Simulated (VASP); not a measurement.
Input:

```
FeP2
1.0
    4.89032     0.00000     0.00000
    0.00000     5.54531     0.00000
    0.00000     0.00000     2.67060
Fe P
2 4
Cartesian
  2.44516   2.77265   1.33530
  0.00000   0.00000   0.00000
  1.60444   4.80660   1.33530
  3.28588   0.73871   1.33530
  4.04960   3.51136   0.00000
  0.84072   2.03395   0.00000
```

Calculation: LDA (Ceperley-Alder, Perdew-Zunger), VASP's LDA PAW potentials (set 64) (plane waves; VASP). Run with 400 eV cut-off, 5×5×9 Γ-centred mesh, tetrahedra with Blöchl corrections, potentials Fe P.

**Question.** Tabulate the total density of states (states/eV per cell) against energy (eV; zero at the valence-band maximum or, without a gap, the Fermi level).

**Answer.** 
(E (eV), DOS (states/eV)): (-9.94, 1.53); (-9.62, 1.32); (-9.20, 1.06); (-8.89, 1.07); (-8.57, 1.21); (-8.15, 1.99); (-7.84, 0.12); (-7.41, 0.00); (-7.10, 0.01); (-6.78, 1.11); (-6.36, 1.89); (-6.05, 2.11); (-5.73, 3.22); (-5.31, 2.34); (-4.99, 2.86); (-4.68, 2.59); (-4.26, 2.08); (-3.94, 3.25); (-3.63, 3.53); (-3.20, 4.73); (-2.89, 5.91); (-2.47, 4.28); (-2.15, 3.76); (-1.84, 5.80); (-1.42, 7.78); (-1.10, 7.69); (-0.78, 7.50); (-0.36, 5.95); (-0.05, 2.47); (0.27, 0.00); (0.69, 1.64); (1.00, 3.27); (1.32, 1.72); (1.74, 0.95); (2.06, 1.43); (2.48, 5.93); (2.79, 3.14); (3.11, 1.98); (3.53, 1.25); (3.85, 0.85)
Within 2 eV below the valence-band maximum the largest weight inside VASP's projection spheres is Fe d.

The structure comes from a computed database's FeP2 entry (Pnnm); how it stands against other phases isn't given here. It was relaxed first. The run is not spin-polarised, so no magnetic state was tried.
